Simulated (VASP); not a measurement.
# Surface energy, work function and relaxation of the densest faces of sp-bonded elements against volume per atom, in PBEsol

Surface energy, work function and top-layer relaxation are calculated with PBEsol for the densest face of twelve sp-bonded elements, ordered by the volume per atom of the relaxed crystal. The question is how far this volume alone governs the three properties. The surface energy $\gamma$ is counted from the bulk crystal with the same number of atoms, the work function $\Phi$ from the Fermi level up to the vacuum level, and the relaxation from the bulk layer spacing. These quantities matter in practice: $\gamma$ helps to decide whether a metal film wets its support or gathers into islands, and $\Phi$ enters the barrier at a metal contact and the emission of electrons from a cathode. A comparison with a measured value follows further on.

## Method

VASP 6.6.1 with its PAW datasets (PBE 64), cutoffs of 320 eV for the slabs and the bulk reference energies and 420 eV for the relaxation of the bulk cell, first-order Methfessel-Paxton smearing of 0.15 eV, meshes of 8 to 15 points along the first in-plane vector, spin-paired, no spin-orbit coupling. The bulk cell is relaxed with the same functional first. Symmetric 1×1 slabs of 7 to 8 layers with 15 Å of vacuum are cut from it and all atoms relaxed (forces under 0.03 eV/Å); a dipole-corrected single point gives the work function. Surface energies take off the bulk energy per atom from a denser bulk mesh. PBEsol. The face is (111) for fcc, (110) for bcc and (0001) for hcp crystals.

- volume (Å³): volume per atom of the relaxed crystal.
- area per atom (Å²): area per surface atom.
- γ (J/m²): surface energy per area of one face, relaxed.
- Φ (eV): work function: vacuum level outside the slab less the Fermi level.
- Δd12 (%): change of the spacing between the first and second layers against the bulk.
- relaxation gain (%): lowering of the surface energy by relaxation.

## Results

| member | volume (Å³) | area per atom (Å²) | γ (J/m²) | Φ (eV) | Δd12 (%) | relaxation gain (%) | remark |
| --- | --- | --- | --- | --- | --- | --- | --- |
| Be(0001) | 7.9 | 4.41 | 1.953 | 5.46 | 3.32 | 0.989 | hcp |
| Zn(0001) | 14.0 | 6.03 | 0.518 | 4.16 | 2.10 | 1.658 | hcp |
| Al(111) | 16.2 | 6.98 | ? | ? | ? | ? |  |
| Li(110) | 20.4 | 8.38 | 0.525 | 3.21 | −3.75 | 1.227 | bcc |
| Cd(0001) | 21.0 | 7.47 | 0.304 | 3.88 | 0.00 | 0.000 | hcp |
| Mg(0001) | 22.5 | 8.71 | 0.644 | 3.69 | 0.94 | 0.876 | hcp |
| Tl(0001) | 28.5 | 10.54 | 0.400 | 3.66 | 0.44 | 1.965 | hcp |
| Na(110) | 36.2 | 12.29 | 0.246 | 2.83 | 0.00 | 0.000 | bcc |
| Ca(111) | 40.6 | 12.89 | 0.525 | 3.00 | −1.58 | 0.497 | fcc |
| Sr(111) | 51.7 | 15.14 | 0.408 | 2.59 | −2.20 | 0.648 | fcc |
| Ba(110) | 58.6 | 16.94 | 0.364 | 2.43 | −1.29 | 0.338 | bcc |
| Rb(110) | 86.4 | 21.93 | 0.097 | 2.24 | 0.00 | 0.000 | bcc |

Cells marked ? are withheld until the estimate has been made.

## What drives the series

From Be to Rb the surface energy falls by a factor of 1.953 / 0.097 = 20, the work function only by 5.46 / 2.24 = 2.4. Neither fall is monotonic. Between the two fcc members Ca and Sr, $\gamma$ changes by (0.408 − 0.525) / (51.7 − 40.6) = −0.011 J/m² per Å³.

Volume probably acts largely through the density of valence electrons. A dense electron gas binds more strongly per unit area, and its spill-out into the vacuum builds a larger dipole, which raises $\Phi$. The number of electrons per atom therefore counts as well. Ca has a larger volume than Na but two valence electrons instead of one, and its $\gamma$ is 0.525 / 0.246 = 2.1 times as large. The work functions of Li and Na are likewise lower than those of the next larger members.

Electron density is not sufficient either. Cd and Mg have similar volumes and two valence electrons each, yet $\gamma$ of Cd is 0.304 / 0.644 = 0.47 times that of Mg. The layer spacing, volume over area, is 21.0 / 7.47 = 2.81 Å in Cd and 22.5 / 8.71 = 2.58 Å in Mg, so the cut in Cd passes between layers that are further apart. The filled d shell, which screens the nucleus poorly and leaves the s electrons tightly held, may weaken the bonding further.

The relaxation follows volume only loosely: the expansions lie at the smaller volumes and most contractions at the larger ones, but Li, with a small volume, contracts the most. Be, Zn, Mg and Tl, all hcp, expand; Li, Ca, Sr and Ba, all cubic, contract. The zeros of Na, Cd and Rb reflect the force threshold, and in a metal as soft as Li the same threshold leaves the size of the contraction uncertain. Relaxation lowers $\gamma$ by less than 2 % in every row shown. The largest gain, that of Tl, amounts to only about 0.008 J/m² and accompanies a spacing change of 0.44 %, so it may be numerical.

## Estimating the withheld member

Plain estimates from the members shown:

- Al(111), straight-line interpolation between Zn(0001) and Li(110): w = (16.2 − 14.0) / (20.4 − 14.0) = 0.344, so 0.518 + 0.344 × (0.525 − 0.518) = 0.520 J/m²

The straight line in volume between Zn and Li ignores that Al brings three valence electrons. The same construction for Mg, between Cd and Tl, gives 0.304 + 0.200 × (0.400 − 0.304) = 0.323 J/m², half the computed 0.644.

The density $n$ of s and p valence electrons is the better variable. It counts one electron per atom for Li, Na and Rb, three for Al and Tl, and two for the others. A logarithmic least-squares fit to all eleven known rows gives $\gamma = 3.1\,n^{0.70}$, with $n$ in electrons per Å³ and $\gamma$ in J/m². For Al, $n$ = 3 / 16.2 = 0.185, between Zn and Be, and $\gamma$ = 3.1 × 0.185^0.70 = 0.95 J/m².

For Mg, the neighbour of Al in the same row of the periodic table, the formula gives 3.1 × (2 / 22.5)^0.70 = 0.57 J/m² against 0.644. Al, like Mg, has no filled d shell beneath its valence electrons, which argues for a somewhat higher value, but the miss for Mg is well inside the scatter and no shift is applied.

With each known member left out of the fit in turn, the typical (root-mean-square) miss is about 0.49 in $\ln\gamma$, against a standard deviation of about 0.72 about the mean. The fit is thus useful but coarse, and the error is 0.95 × 0.49 = 0.47 J/m².

**Committed estimate, Al(111): γ = 0.95 ± 0.47 J/m².**

## Outcome

| member | volume (Å³) | area per atom (Å²) | γ (J/m²) | Φ (eV) | Δd12 (%) | relaxation gain (%) | remark |
| --- | --- | --- | --- | --- | --- | --- | --- |
| Al(111) | 16.2 | 6.98 | 0.938 | 4.12 | 0.88 | 0.365 | fcc |

| member | estimate | γ (J/m²) | computed | estimate − computed | miss in error bars |
| --- | --- | --- | --- | --- | --- |
| Al(111) | committed | 0.950 | 0.938 | +0.012 | 0.0 |
| Al(111) | interpolation | 0.520 | 0.938 | −0.418 |  |

The estimate of 0.95 J/m² lies 0.012 J/m² above the computed 0.938, far inside its error bar of 0.47. The straight line in volume, at 0.520, is too low by 0.418 J/m². An agreement this close is better than the rule can be expected to give, since its typical miss is a factor of about 1.6.

The result agrees with the count of three valence electrons but does not prove it. With two, the same formula would give 3.1 × (2 / 16.2)^0.70 = 0.72 J/m², further from the computed value but still within the error bar. The suggestion that Al should lie somewhat above the formula, because it has no filled d shell beneath its valence electrons, was not borne out.

The other columns qualify the picture. Al has a denser electron gas than Zn and 0.938 / 0.518 = 1.8 times its surface energy, yet the work functions are nearly equal, 4.12 and 4.16 eV. A higher density deepens the surface dipole but also raises the Fermi energy, and the two partly cancel in $\Phi$. The top layer of Al moves outward by 0.88 %, so the division into expanding hcp and contracting cubic members does not hold.

## Members off the line

Measured against $\gamma = 3.1\,n^{0.70}$, Cd lies farthest out, at 0.304 / 0.60 = 0.51 times the value of the formula. Its crystal is stretched along the axis normal to the face. Ideal close packing at the same volume per atom $V$ would give a layer spacing of $\sqrt{2/3}\,(\sqrt{2}\,V)^{1/3}$, that is roughly 0.92 × 21.0^0.3333 = 2.54 Å, whereas the cell has 2.81 Å, 11 % more. Bonds across such a gap are weaker and cost less to cut. Zn deviates in the same direction, with a ratio of 0.518 / 0.79 = 0.66 and a spacing 5 % above the ideal one.

Tl is also low, at 0.400 / 0.64 = 0.62, but its spacing of 28.5 / 10.54 = 2.70 Å is below the ideal of roughly 0.92 × 28.5^0.3333 = 2.81 Å, so stretching is not the cause. A likely one is that the 6s pair, drawn inward by relativistic effects, contributes little to the bonding, so that three electrons per atom is too high a count.

Be lies on the other side, at roughly 1.953 / 1.2 = 1.6 times the value of the formula. Its core has no p shell, which lets the valence p states come close to the nucleus and form short, partly directional bonds with the s states. This would raise the cost of cutting them above that of a simple electron gas.

## Checking against experiment

| member | quantity | measured | computed | computed − measured | conditions | source |
| --- | --- | --- | --- | --- | --- | --- |
| Al(111) | Φ (eV) | 4.32 | 4.12 | −0.20 | compiled values differ between sources by a tenth of an eV or more; compiled experimental value; Al(111) single-crystal face | [1] |

Sources:

[1] "Properties of real metallic surfaces: Effects of density functional semilocality and van der Waals nonlocality" (2017, arXiv:1702.08515)

The only measured value is the work function of Al(111). The computed 4.12 eV is 0.20 eV below the measured 4.32 eV, or 0.20 / 4.32 = 4.6 %. One member cannot show whether the trend is reproduced; the others are not compared here.

Two sources of uncertainty are of the right size. The finite slab can shift $\Phi$ by up to a tenth of an eV in either direction, and compiled measured values differ among themselves by a tenth or more. An underestimate by the functional may add to these, since semilocal functionals describe the decay of the electron density into the vacuum, and with it the surface dipole, only approximately. The measured value belongs to a single-crystal face, so an average over differently oriented grains is not the explanation.

An error of 0.20 eV is small beside the computed range from Be to Rb, 5.46 − 2.24 = 3.22 eV, but larger than the 0.04 eV between Al and Zn, whose order is therefore not secured.

For $\gamma$ no measured value is shown. Such values mostly derive from the surface tension of the liquid metal and do not belong to one crystal face.

## Summary

Between about 0.01 and 0.25 valence electrons per Å³, the surface energy of the densest face tends to rise with electron density, and volume alone is not enough to estimate it. The work function tends to fall with volume, with exceptions, and the relaxation passes only loosely from expansion to contraction as the volume grows, with Li as a clear exception. The surface energy of a new sp-bonded member can typically be placed to within a factor of about 1.6; a stretched hcp cell or a tightly held s pair calls for a lower value.

In practical terms, cleaving an Al crystal along (111) creates two faces and costs 2 × 0.938 = 1.88 J/m² in this calculation.

None of the omitted effects is likely to rival the twentyfold range of $\gamma$ in the table. Temperature lowers the surface free energy somewhat. Spin-orbit coupling matters mainly for Tl, where it probably weakens the p bonding and lowers $\gamma$.

[On method and selection: Runs that did not converge, have known faults or may not be shown are not listed, and runs on Ansatz's PAW sets soft_1 and soft_2 are kept to separate tables. A language model judged 1 of the measured values at hand unlike the computed quantity or outlying; they, and members whose columns rest on them, are left out, so mean errors are over the rest. Runs in which the search for lower states was switched off are not listed. Where rows or columns differ in functional or spin-orbit coupling, non-spherical gradient terms in the PAW spheres (LASPH) may be on in some and off in others. Error sizes named in these notes are rules of thumb and were not measured on these runs.]
